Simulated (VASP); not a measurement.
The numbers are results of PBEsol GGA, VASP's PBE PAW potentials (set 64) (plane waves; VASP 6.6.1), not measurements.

Gaps are without spin-orbit coupling.

```
Item                                                  Value
---------------------------------------------  ------------
volume per atom                                9.32 Å³/atom
band gap (over mesh and band path)                  1.39 eV
smallest direct gap (over mesh and band path)       1.47 eV
```

Which relaxed crystal gives these values?
(A) Cr2O3, R-3c (167)
(B) CsSnBr3, Pm-3m (221)
(C) MoS2, R3m (160)
(D) PbS, Fm-3m (225)

A, Cr2O3, R-3c (167)
